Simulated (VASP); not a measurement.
Energy against volume of CoAl (CsCl type). All values below come from optB86b-vdW, VASP's PBE PAW potentials (set 64) (plane waves; VASP). Run with 520 eV cut-off, 13×13×13 Γ-centred mesh, first-order Methfessel-Paxton smearing of 0.10 eV, potentials Al Co.

```json
[
 {"V (Å³/atom)": "11.058", "E (eV/atom)": "-4.19689"},
 {"V (Å³/atom)": "11.400", "E (eV/atom)": "-4.20317"},
 {"V (Å³/atom)": "11.742", "E (eV/atom)": "-4.19751"},
 {"V (Å³/atom)": "12.084", "E (eV/atom)": "-4.18166"}
]
```

Question: Fit these four points and predict the energy of the run at 10.716 Å³/atom.

Answer: A cubic in V^(−2/3), the third-order Birch-Murnaghan form, passes through the four points with V0 = 11.40 Å³/atom and B0 = 186 GPa, and gives -4.1766 eV/atom there. The run gave -4.1766 eV/atom, +0.0 meV/atom from the fit; all five points give B0 = 186 GPa.

The compound is CoAl in the CsCl type structure. It was relaxed first. The run is not spin-polarised, so no magnetic state was tried.
